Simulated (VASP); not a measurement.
Given:

```yaml
crystal:
  lattice:
    - [4.19000, 0.00000, 0.00000]
    - [0.00000, 4.19000, 0.00000]
    - [0.00000, 0.00000, 4.19000]
  atoms:
    - { symbol: Ba, position: [0.00000, 0.00000, 0.00000] }
    - { symbol: Zr, position: [0.50000, 0.50000, 0.50000] }
    - { symbol: O, position: [0.50000, 0.00000, 0.50000] }
    - { symbol: O, position: [0.00000, 0.50000, 0.50000] }
    - { symbol: O, position: [0.50000, 0.50000, 0.00000] }
```

Method: PBEsol GGA, VASP's PBE PAW potentials (set 64) (plane waves; VASP). Run with 520 eV cut-off, Gaussian smearing of 0.050 eV, potentials Ba_sv Zr_sv O.

Unless said otherwise, spin-orbit coupling is left out, though it shifts the bands of the heavy elements here.

Q: Estimate the band gap (along the path) with the smallest direct gap where there is one.

A: 
The band gap (along the path) is 3.11 eV and the smallest direct gap (along the path) is 3.33 eV.

The compound is BaZrO3 in the cubic perovskite structure. The cell was not relaxed at this level.
